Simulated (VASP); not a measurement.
Output of a VASP run:

### OSZICAR
```
...
RMM:   4    -0.427369650028E+03   -0.12524E-07   -0.18737E-07   173   0.164E-03
  19 F= -.42736965E+03 E0= -.42735554E+03  d E =-.125995E-02  mag=     3.0000
       N       E                     dE             d eps       ncg     rms          rms(c)
DAV:   1    -0.427369804585E+03   -0.15457E-03   -0.43122E-01   728   0.166E+00    0.118E-01
RMM:   2    -0.427370417638E+03   -0.61305E-03   -0.73572E-03   720   0.188E-01    0.512E-02
RMM:   3    -0.427370501225E+03   -0.83588E-04   -0.12696E-03   791   0.711E-02    0.365E-02
RMM:   4    -0.427370475676E+03    0.25550E-04   -0.16042E-04   724   0.291E-02    0.130E-02
RMM:   5    -0.427370476806E+03   -0.11296E-05   -0.45780E-05   536   0.144E-02
  20 F= -.42737048E+03 E0= -.42735637E+03  d E =-.826778E-03  mag=     3.0000
       N       E                     dE             d eps       ncg     rms          rms(c)
DAV:   1    -0.427370479458E+03   -0.37816E-05   -0.21111E-03   856   0.116E-01    0.795E-03
RMM:   2    -0.427370481744E+03   -0.22860E-05   -0.30965E-05   498   0.121E-02    0.366E-03
RMM:   3    -0.427370481845E+03   -0.10160E-06   -0.38072E-06   409   0.446E-03    0.225E-03
RMM:   4    -0.427370481727E+03    0.11854E-06   -0.54245E-07   240   0.188E-03
  21 F= -.42737048E+03 E0= -.42735637E+03  d E =-.831699E-03  mag=     3.0000
       N       E                     dE             d eps       ncg     rms          rms(c)
DAV:   1    -0.427370376868E+03    0.10498E-03   -0.24565E-01   728   0.126E+00    0.915E-02
RMM:   2    -0.427370739409E+03   -0.36254E-03   -0.43357E-03   720   0.144E-01    0.403E-02
RMM:   3    -0.427370787280E+03   -0.47871E-04   -0.74179E-04   793   0.544E-02    0.283E-02
RMM:   4    -0.427370771534E+03    0.15746E-04   -0.91976E-05   720   0.222E-02    0.103E-02
RMM:   5    -0.427370771753E+03   -0.21940E-06   -0.24778E-05   464   0.110E-02
  22 F= -.42737077E+03 E0= -.42735666E+03  d E =-.290027E-03  mag=     3.0000
       N       E                     dE             d eps       ncg     rms          rms(c)
DAV:   1    -0.427370789960E+03   -0.18426E-04   -0.23867E-02   736   0.392E-01    0.278E-02
RMM:   2    -0.427370823055E+03   -0.33094E-04   -0.40211E-04   720   0.439E-02    0.122E-02
RMM:   3    -0.427370826725E+03   -0.36708E-05   -0.62899E-05   585   0.163E-02    0.820E-03
RMM:   4    -0.427370825442E+03    0.12838E-05   -0.84911E-06   422   0.669E-03
  23 F= -.42737083E+03 E0= -.42735672E+03  d E =-.343715E-03  mag=     3.0000
       N       E                     dE             d eps       ncg     rms          rms(c)
DAV:   1    -0.427370877740E+03   -0.51014E-04   -0.10140E-01   728   0.814E-01    0.607E-02
RMM:   2    -0.427371029181E+03   -0.15144E-03   -0.18497E-03   721   0.949E-02    0.268E-02
RMM:   3    -0.427371045772E+03   -0.16591E-04   -0.29852E-04   782   0.352E-02    0.185E-02
RMM:   4    -0.427371038945E+03    0.68276E-05   -0.42913E-05   565   0.148E-02
  24 F= -.42737104E+03 E0= -.42735693E+03  d E =-.213503E-03  mag=     3.0000
       N       E                     dE             d eps       ncg     rms          rms(c)
DAV:   1    -0.427371047427E+03   -0.16544E-05   -0.40371E-03   800   0.163E-01    0.115E-02
RMM:   2    -0.427371053053E+03   -0.56257E-05   -0.70025E-05   607   0.184E-02    0.491E-03
RMM:   3    -0.427371053336E+03   -0.28351E-06   -0.84954E-06   420   0.644E-03    0.317E-03
RMM:   4    -0.427371053122E+03    0.21425E-06   -0.15103E-06   368   0.270E-03
  25 F= -.42737105E+03 E0= -.42735694E+03  d E =-.227680E-03  mag=     3.0000
```

File OUTCAR:
```
------------------------ aborting loop because EDIFF is reached ----------------------------------------
  FORCE on cell =-STRESS in cart. coord.  units (eV):
  Direction    XX          YY          ZZ          XY          YZ          ZX
  --------------------------------------------------------------------------------------
  Total      -17.0997263    -20.1797772    -21.7006674     -2.8408187     -2.6432962      4.7698871
  in kB      -31.6111431    -37.3050313    -40.1166013     -5.2516354     -4.8864884      8.8177776
  external PRESSURE =     -36.3442586 kB  Pullay stress =       0.0000000 kB
  volume of cell :      866.68
      direct lattice vectors                 reciprocal lattice vectors
     4.868317893 -8.432173817  0.000000000     0.102704879 -0.059296690  0.000000000
     4.868317893  8.432173817  0.000000000     0.102704879  0.059296690  0.000000000
     0.000000000  0.000000000 10.556283981     0.000000000  0.000000000  0.094730305
  FREE ENERGIE OF THE ION-ELECTRON SYSTEM (eV)
  ---------------------------------------------------
  free  energy   TOTEN  =      -427.3710531218 eV

  energy  without entropy=     -427.3428333957  energy(sigma->0) =     -427.35694326

 total charge

# of ion       s       p       d       tot
------------------------------------------
    1        0.992   1.338   0.355   2.685
    2        0.993   1.337   0.353   2.683
    3        0.991   1.323   0.347   2.661
    4        1.012   1.164   0.267   2.443
    5        1.028   1.177   0.256   2.462
    6        0.993   1.336   0.353   2.681
    7        0.989   1.298   0.341   2.628
    8        1.012   1.165   0.268   2.445
    9        0.992   1.338   0.355   2.685
   10        0.991   1.329   0.348   2.669
   11        0.991   1.323   0.347   2.661
   12        0.995   1.304   0.337   2.636
   13        0.991   1.329   0.350   2.670
   14        0.991   1.319   0.344   2.654
   15        0.992   1.334   0.351   2.676
   16        0.985   1.290   0.336   2.611
   17        0.987   1.299   0.338   2.625
   18        0.991   1.320   0.345   2.656
   19        0.993   1.327   0.349   2.669
   20        0.987   1.299   0.338   2.624
   21        0.991   1.319   0.344   2.654
   22        0.993   1.327   0.349   2.669
   23        0.985   1.289   0.336   2.611
   24        0.992   1.333   0.352   2.678
   25        0.992   1.329   0.348   2.669
   26        0.992   1.329   0.349   2.670
   27        0.992   1.337   0.355   2.684
   28        0.992   1.333   0.352   2.677
   29        0.991   1.321   0.345   2.656
   30        0.992   1.329   0.349   2.670
   31        0.996   1.310   0.341   2.647
   32        0.993   1.331   0.351   2.675
   33        0.991   1.321   0.345   2.657
   34        0.991   1.335   0.353   2.680
   35        0.996   1.311   0.341   2.649
   36        1.247   2.414   0.000   3.661
   37        1.246   2.429   0.000   3.675
   38        1.243   2.427   0.000   3.670
   39        1.243   2.422   0.000   3.665
   40        1.246   2.428   0.000   3.674
   41        1.242   2.429   0.000   3.671
   42        1.243   2.423   0.000   3.666
   43        1.247   2.414   0.000   3.661
   44        1.241   2.436   0.000   3.677
   45        1.243   2.427   0.000   3.670
   46        1.241   2.436   0.000   3.677
   47        1.242   2.426   0.000   3.668
   48        1.242   2.430   0.000   3.672
...
```
(Selected blocks of OUTCAR.)

### POSCAR
```
Ga35N35Si
1
    4.8683178927    -8.4321738171     0.0000000000
    4.8683178927     8.4321738171     0.0000000000
    0.0000000000     0.0000000000    10.5562839806
Ga N Si
35 35 1
Direct
  0.2222220000   0.1111110000   0.2500000000
  0.1111110000   0.2222220000   0.0000000000
  0.2222220000   0.1111110000   0.7500000000
  0.1054710000   0.2218020000   0.4987880000
  0.2254920000   0.4447890000   0.2519380000
  0.1111110000   0.5555560000   0.0000000000
  0.2222220000   0.4444440000   0.7500000000
  0.1071840000   0.5575580000   0.4995390000
  0.2222220000   0.7777780000   0.2500000000
  0.1111110000   0.8888890000   0.0000000000
  0.2222220000   0.7777780000   0.7500000000
  0.1111110000   0.8888890000   0.5000000000
  0.5555560000   0.1111110000   0.2500000000
  0.4444440000   0.2222220000   0.0000000000
  0.5555560000   0.1111110000   0.7500000000
  0.4444440000   0.2222220000   0.5000000000
  0.5555560000   0.4444440000   0.2500000000
  0.4444440000   0.5555560000   0.0000000000
  0.5555560000   0.4444440000   0.7500000000
  0.5555560000   0.7777780000   0.2500000000
  0.4444440000   0.8888890000   0.0000000000
  0.5555560000   0.7777780000   0.7500000000
  0.4444440000   0.8888890000   0.5000000000
  0.8888890000   0.1111110000   0.2500000000
  0.7777780000   0.2222220000   0.0000000000
  0.8888890000   0.1111110000   0.7500000000
  0.7777780000   0.2222220000   0.5000000000
  0.8888890000   0.4444440000   0.2500000000
  0.7777780000   0.5555560000   0.0000000000
  0.8888890000   0.4444440000   0.7500000000
  0.7777780000   0.5555560000   0.5000000000
  0.8888890000   0.7777780000   0.2500000000
  0.7777780000   0.8888890000   0.0000000000
  0.8888890000   0.7777780000   0.7500000000
  0.7777780000   0.8888890000   0.5000000000
  0.2234560000   0.1101520000   0.4388780000
  0.1063490000   0.2211590000   0.1869800000
  0.2222220000   0.1111110000   0.9385000000
  0.1082430000   0.2169420000   0.6882580000
  0.1176740000   0.5570920000   0.1908750000
  0.2222220000   0.4444440000   0.9385000000
  0.1123260000   0.5513610000   0.6867270000
  0.2214350000   0.7725550000   0.4356930000
  0.1111110000   0.8888890000   0.1885000000
  0.2222220000   0.7777780000   0.9385000000
  0.1111110000   0.8888890000   0.6885000000
  0.5555560000   0.1111110000   0.4385000000
  0.4444440000   0.2222220000   0.1885000000
  0.5555560000   0.1111110000   0.9385000000
  0.4444440000   0.2222220000   0.6885000000
  0.5620390000   0.4477540000   0.4374670000
  0.4381320000   0.5531470000   0.1864720000
  0.5555560000   0.4444440000   0.9385000000
  0.4460470000   0.5589760000   0.6862610000
  0.5564260000   0.7750830000   0.4370250000
  0.4444440000   0.8888890000   0.1885000000
  0.5555560000   0.7777780000   0.9385000000
  0.4444440000   0.8888890000   0.6885000000
  0.8888890000   0.1111110000   0.4385000000
  0.7777780000   0.2222220000   0.1885000000
  0.8888890000   0.1111110000   0.9385000000
  0.7777780000   0.2222220000   0.6885000000
  0.8888890000   0.4444440000   0.4385000000
  0.7777780000   0.5555560000   0.1885000000
  0.8888890000   0.4444440000   0.9385000000
  0.7777780000   0.5555560000   0.6885000000
  0.8888890000   0.7777780000   0.4385000000
  0.7777780000   0.8888890000   0.1885000000
  0.8888890000   0.7777780000   0.9385000000
  0.7777780000   0.8888890000   0.6885000000
  0.4377930000   0.5519060000   0.5034090000
```

### Question
Write an INCAR and KPOINTS that could have produced this output.

### Answer
Several could match; the one computed here: the input of the run itself, PBE GGA, plane waves, VASP's PBE PAW potentials (set 64).

**INCAR**
```
# general
SYSTEM  = Ga35N35Si
PREC    = Normal
ENCUT   = 400
LREAL   = Auto
LASPH   = .TRUE.
ISYM    = 0
NELECT  = 283.0

# electronic loop
EDIFF   = 1E-5
NELM    = 100
NELMIN  = 4
ALGO    = Fast
LMAXMIX = 4

# smearing
ISMEAR  = 0
SIGMA   = 0.05

# functional
GGA     = PE

# spin
ISPIN   = 2
MAGMOM  = 71*0.0423
NUPDOWN = 3

# ions
IBRION  = 2
NSW     = 70
ISIF    = 2
EDIFFG  = -0.03

# output
LWAVE   = .TRUE.
LCHARG  = .FALSE.
LORBIT  = 10
```

**KPOINTS**
```
Automatic mesh
0
Gamma
1 1 1
0 0 0
```

POTCAR, in this order: Ga N Si (PBE.64 set). Program: vasp_gam.

At this cut-off the stress carries a Pulay error, which pulls relaxed volumes low. The cell is charged, with a uniform compensating background. The supercell is sampled at Γ alone, which is coarse: total energies, pressure and levels can be off, energies of defects by several tenths of an eV.

The cell is a supercell with a defect, built from GaN (wurtzite): Si_Ga-vac_N, charge +1.
